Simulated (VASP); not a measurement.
Consider the following.

```xyz
2
Lattice="0.0000 3.1916 3.1916 3.1916 0.0000 3.1916 3.1916 3.1916 0.0000" Properties=species:S:1:pos:R:3 pbc="T T T"
Te     3.1916     3.1916     3.1916
Pb     0.0000     0.0000     0.0000
```

Level of theory: LDA (Ceperley-Alder, Perdew-Zunger) with spin-orbit coupling, VASP's LDA PAW potentials (set 64) (plane waves; VASP). Settings: 400 eV cut-off, 7×7×7 Γ-centred mesh, Gaussian smearing of 0.050 eV, potentials Te Pb_d.

Estimate the energy per atom (σ→0), band gap (over mesh and band path) with the smallest direct gap where there is one.

band gap (over mesh and band path): 0.15 eV
smallest direct gap (over mesh and band path): 0.15 eV
energy per atom (σ→0): -4.665 eV/atom

The compound is PbTe in the rock salt structure. It was relaxed first.
